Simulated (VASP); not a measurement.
Here is the system:

```
NbRe
1.0
    1.57574    -2.24815     0.00000
    1.57574     2.24815     0.00000
    0.00000     0.00000     4.46144
Nb Re
1 1
Direct
  0.00000   0.00000   0.00000
  0.50000   0.50000   0.50000
```

Method: PBEsol GGA, VASP's PBE PAW potentials (set 64) (plane waves; VASP). Settings: 400 eV cut-off, Gaussian smearing of 0.050 eV, potentials Nb_sv Re.

Unless said otherwise, spin-orbit coupling is left out, though it shifts the bands of the heavy elements here.

### Question
Predict the band gap (along the path) with the smallest direct gap where there is one.

### Answer

The band gap (along the path) comes out as none (metal, semimetal or under 0.01 eV).

Total energies compare only between runs with the same potentials, cut-off and functional.

The structure comes from a computed database's NbRe entry (Cmmm); how it stands against other phases isn't given here. It was relaxed first.
